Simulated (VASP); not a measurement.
Crystal: AlN.

```
CELL_PARAMETERS angstrom
3.11300 0.00000 0.00000
-1.55650 2.69594 0.00000
0.00000 0.00000 4.98100
ATOMIC_POSITIONS crystal
Al 0.33333 0.66667 0.00000
Al 0.66667 0.33333 0.50000
N 0.33333 0.66667 0.38000
N 0.66667 0.33333 0.88000
```

```yaml
Program: VASP 6.6.1
Task: relaxation of cell and atoms
Functional: PBE
Potentials_or_basis: VASP PAW PBE potentials, release 64 (Al, N)
Cutoff: 520 eV
k_mesh: 18 × 18 × 10
Occupations: gaussian, width 0.02 eV
Spin: no spin polarisation
```

At the start: pressure 3.5 GPa; volume 10.45 Å³/atom.

**Question.** Where does the relaxation end?

**Answer.** Over 8 steps the energy falls by 2.2 meV/atom and the volume is 10.63 Å³/atom (+1.7 %); space group P6_3mc (No. 186, to 0.05 Å).

Step by step:
```csv
step,energy change (eV),largest force (eV/Å),pressure (GPa),volume (Å³)
1,0.0000,0.1289,3.46,41.80
2,-0.0019,0.0913,-2.90,43.18
3,-0.0088,0.0034,0.00,42.52
4,-0.0088,0.0059,0.07,42.51
5,-0.0088,0.0066,0.05,42.51
6,-0.0088,0.0070,0.04,42.51
7,-0.0088,0.0022,-0.02,42.53
8,-0.0088,0.0007,0.00,42.52
```

Final structure:
```cif
data_structure
_symmetry_space_group_name_H-M 'P 1'
_symmetry_Int_Tables_number 1
_cell_length_a 3.1286
_cell_length_b 3.1286
_cell_length_c 5.0165
_cell_angle_alpha 90.000
_cell_angle_beta 90.000
_cell_angle_gamma 120.000
_cell_volume 42.52
loop_
_atom_site_label
_atom_site_type_symbol
_atom_site_fract_x
_atom_site_fract_y
_atom_site_fract_z
_atom_site_occupancy
Al1 Al 0.33333 0.66667 0.99926 1
Al2 Al 0.66667 0.33333 0.49926 1
N1 N 0.33333 0.66667 0.38074 1
N2 N 0.66667 0.33333 0.88074 1
```
